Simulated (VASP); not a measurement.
```yaml
crystal:
  lattice:
    - [0.00000, 3.35102, 3.35102]
    - [3.35102, 0.00000, 3.35102]
    - [3.35102, 3.35102, 0.00000]
  atoms:
    - { symbol: Rb, position: [0.00000, 0.00000, 0.00000] }
    - { symbol: Cl, position: [0.50000, 0.50000, 0.50000] }
```

The numbers are results of PBE GGA, VASP's PBE PAW potentials (set 64) (plane waves; VASP 6.6.1), not measurements. Run with 520 eV cut-off, Gaussian smearing of 0.050 eV, potentials Rb_sv Cl.

Problem. Give the energies of bands 6 to 11 at the high-symmetry points, in eV from the valence-band maximum.

Solution. 
```csv
band,Γ,X,U,L,W
6,0.00,-0.32,-0.37,-0.78,-0.39
7,0.00,-0.10,-0.28,-0.29,-0.24
8,0.00,-0.10,-0.20,-0.29,-0.24
9,4.83,6.24,6.92,7.56,7.59
10,7.95,7.82,8.53,7.77,7.59
11,7.95,9.41,8.76,9.95,9.08
```

The gap is direct, 4.83 eV, from the valence maximum at Γ to the conduction minimum at Γ.

Measured: gap 8.50 eV (computed value off by -3.67 eV), as given by Aguado et al., (1998), arXiv:cond-mat/9809176.

The compound is RbCl in the rock salt structure. It was relaxed first, which changed the volume by +6 %.
